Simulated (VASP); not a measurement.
Method: r2SCAN meta-GGA, VASP's PBE PAW potentials (set 64) (plane waves; VASP).

VASP ran on this input.

KPOINTS:
```
Automatic mesh
0
Gamma
7 7 7
0 0 0
```

**POSCAR**
```
PbS
1.0
  0.0000000000   2.9700000000   2.9700000000
  2.9700000000   0.0000000000   2.9700000000
  2.9700000000   2.9700000000   0.0000000000
Pb S
1 1
direct
  0.0000000000   0.0000000000   0.0000000000
  0.5000000000   0.5000000000   0.5000000000
```

INCAR:
```
SYSTEM = PbS
PREC = Accurate
ENCUT = 520
EDIFF = 1E-6
NELM = 100
ALGO = Normal
LREAL = .FALSE.
LASPH = .TRUE.
ISMEAR = 0
SIGMA = 0.05
METAGGA = R2SCAN
LMIXTAU = .TRUE.
LMAXMIX = 4
LWAVE = .FALSE.
LCHARG = .FALSE.
IBRION = 2
ISIF = 3
NSW = 60
EDIFFG = -0.01
```

POTCAR, in this order: Pb_d S (PBE.64 set). Program: vasp_std.

Output

OSZICAR:
```
       N       E                     dE             d eps       ncg     rms          rms(c)
DAV:   1     0.991811742638E+02    0.99181E+02   -0.10006E+04   560   0.154E+03
DAV:   2    -0.565656712615E+02   -0.15575E+03   -0.15213E+03   584   0.363E+02
DAV:   3    -0.703529769907E+02   -0.13787E+02   -0.13457E+02   766   0.110E+02
DAV:   4    -0.706840192194E+02   -0.33104E+00   -0.33087E+00   604   0.199E+01
DAV:   5    -0.706975178965E+02   -0.13499E-01   -0.13499E-01   844   0.404E+00    0.470E+00
DAV:   6    -0.654551024029E+02    0.52424E+01   -0.28767E+00   680   0.330E+01    0.402E+00
DAV:   7    -0.655010442073E+02   -0.45942E-01   -0.70923E-01   572   0.115E+01    0.220E+00
DAV:   8    -0.654693841767E+02    0.31660E-01   -0.68231E-01   560   0.743E+00    0.832E-01
DAV:   9    -0.656069904228E+02   -0.13761E+00   -0.24346E-01   560   0.452E+00    0.641E-01
DAV:  10    -0.656039376234E+02    0.30528E-02   -0.35159E-02   620   0.216E+00    0.381E-01
DAV:  11    -0.656073067782E+02   -0.33692E-02   -0.14062E-02   566   0.113E+00    0.871E-02
DAV:  12    -0.656089416761E+02   -0.16349E-02   -0.60576E-03   584   0.880E-01    0.150E-01
DAV:  13    -0.656089759866E+02   -0.34310E-04   -0.62295E-04   614   0.243E-01    0.961E-02
DAV:  14    -0.656098167354E+02   -0.84075E-03   -0.51831E-04   608   0.265E-01    0.334E-02
DAV:  15    -0.656099802533E+02   -0.16352E-03   -0.23255E-04   584   0.188E-01    0.144E-02
DAV:  16    -0.656099770494E+02    0.32039E-05   -0.12420E-05   722   0.390E-02    0.407E-03
DAV:  17    -0.656099801603E+02   -0.31109E-05   -0.69255E-06   578   0.271E-02    0.326E-03
DAV:  18    -0.656099793177E+02    0.84256E-06   -0.21929E-07   340   0.528E-03
   1 F= -.65609979E+02 E0= -.65609979E+02  d E =-.656100E+02
       N       E                     dE             d eps       ncg     rms          rms(c)
DAV:   1    -0.657080635327E+02   -0.98083E-01   -0.33377E+00   692   0.352E+01    0.180E+00
DAV:   2    -0.656225447227E+02    0.85519E-01   -0.19419E-01   686   0.787E+00    0.663E-01
DAV:   3    -0.656110180200E+02    0.11527E-01   -0.52505E-02   708   0.437E+00    0.140E-01
DAV:   4    -0.656118728090E+02   -0.85479E-03   -0.32605E-03   572   0.756E-01    0.115E-01
DAV:   5    -0.656108530881E+02    0.10197E-02   -0.25194E-03   572   0.577E-01    0.446E-02
DAV:   6    -0.656111126308E+02   -0.25954E-03   -0.48994E-03   560   0.805E-01    0.221E-02
DAV:   7    -0.656121523752E+02   -0.10397E-02   -0.90609E-04   572   0.309E-01    0.799E-03
DAV:   8    -0.656121216575E+02    0.30718E-04   -0.20055E-05   596   0.372E-02    0.617E-03
DAV:   9    -0.656121605193E+02   -0.38862E-04   -0.39089E-05   578   0.726E-02    0.180E-03
DAV:  10    -0.656121601802E+02    0.33906E-06   -0.82314E-07   436   0.907E-03
   2 F= -.65612160E+02 E0= -.65612160E+02  d E =-.218086E-02
       N       E                     dE             d eps       ncg     rms          rms(c)
DAV:   1    -0.656216975420E+02   -0.95370E-02   -0.30511E-01   686   0.103E+01    0.562E-01
DAV:   2    -0.656135587954E+02    0.81387E-02   -0.18492E-02   680   0.247E+00    0.203E-01
DAV:   3    -0.656125258593E+02    0.10329E-02   -0.47812E-03   686   0.133E+00    0.466E-02
DAV:   4    -0.656126189769E+02   -0.93118E-04   -0.28127E-04   560   0.223E-01    0.376E-02
DAV:   5    -0.656125343280E+02    0.84649E-04   -0.20406E-04   560   0.167E-01    0.125E-02
DAV:   6    -0.656125615655E+02   -0.27237E-04   -0.40654E-04   560   0.239E-01    0.623E-03
DAV:   7    -0.656126530399E+02   -0.91474E-04   -0.75718E-05   560   0.919E-02    0.241E-03
DAV:   8    -0.656126510131E+02    0.20268E-05   -0.12921E-06   424   0.999E-03    0.157E-03
DAV:   9    -0.656126517428E+02   -0.72965E-06   -0.38855E-06   560   0.237E-02
   3 F= -.65612652E+02 E0= -.65612652E+02  d E =-.267243E-02
```

File OUTCAR:
```
------------------------ aborting loop because EDIFF is reached ----------------------------------------
  FORCE on cell =-STRESS in cart. coord.  units (eV):
  Direction    XX          YY          ZZ          XY          YZ          ZX
  --------------------------------------------------------------------------------------
  Total        0.0041326      0.0041326      0.0041326      0.0000000     -0.0000000      0.0000000
  in kB        0.1243032      0.1243032      0.1243032      0.0000000     -0.0000000      0.0000000
  external PRESSURE =       0.1243032 kB  Pullay stress =       0.0000000 kB
  volume of cell :       53.27
      direct lattice vectors                 reciprocal lattice vectors
    -0.000000000  2.986344673  2.986344673    -0.167428765  0.167428765  0.167428765
     2.986344673  0.000000000  2.986344673     0.167428765 -0.167428765  0.167428765
     2.986344673  2.986344673  0.000000000     0.167428765  0.167428765 -0.167428765
  FREE ENERGIE OF THE ION-ELECTRON SYSTEM (eV)
  ---------------------------------------------------
  free  energy   TOTEN  =       -65.6126517428 eV

  energy  without entropy=      -65.6126517428  energy(sigma->0) =      -65.61265174

 reached required accuracy - stopping structural energy minimisation
```
(Selected blocks of OUTCAR.)

CONTCAR:
```
PbS
   1.00000000000000
    -0.0000000000000000    2.9863446726262994    2.9863446726262994
     2.9863446726262994    0.0000000000000000    2.9863446726262994
     2.9863446726262994    2.9863446726262994    0.0000000000000000
  Pb              S
     1     1
Direct
     0.0000000000000000    0.0000000000000000    0.0000000000000000
     0.5000000000000000    0.5000000000000000    0.5000000000000000
```

The compound is PbS in the rock salt structure. This run relaxes it. Symmetry was kept, so distortions that lower it aren't found.
